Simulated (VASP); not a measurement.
A run of VASP 6.6.1 is set up as follows.

The input INCAR:

```
SYSTEM = HfSb2
PREC = Accurate ; ENCUT = 520
EDIFF = 1E-7 ; ISMEAR = 0
SIGMA = 0.1 ; LREAL = .False.
LASPH = .True. ; NELM = 80
ALGO = Normal ; ISIF = 2
LWAVE = .False. ; LCHARG = .False.
LDIPOL = .True. ; IDIPOL = 3
DIPOL = 0.5 0.5 0.307 ; GGA = PE
NBANDS = 17
```

The input KPOINTS:

```
regular mesh
0
Gamma
  3 3 1
  0 0 0
```

POSCAR

```
HfSb2
1.0
    5.1294020932     -0.0000002409      0.0000000000
   -2.5647008380      4.4421926394      0.0000000000
    0.0000000000      0.0000000000     24.7075696000
Hf Sb
1 2
Direct
    0.0000000000      0.0000000000      0.2901180992
    0.3333333333      0.6666666667      0.3148585539
    0.6666666667      0.3333333333      0.3148585539
```

Potentials or basis: VASP PAW PBE potentials, release 64 (Hf_pv, Sb).

The run is started by

```sh
$ cat potpaw_PBE.64/Hf_pv/POTCAR potpaw_PBE.64/Sb/POTCAR > POTCAR
$ mpirun -np 1 vasp_std > vasp.out
```

(1) Predict the band gap on the k mesh.

(2) What does it give for the largest force?

Results:

(1) 0.24 eV, indirect (least direct gap 0.29 eV).

(2) 0.012 eV/Å.

Caveat: the k mesh is coarse (spacing up to 0.47 Å⁻¹), so the values aren't converged; spin-orbit coupling is left out, which moves the levels of the heavy elements.
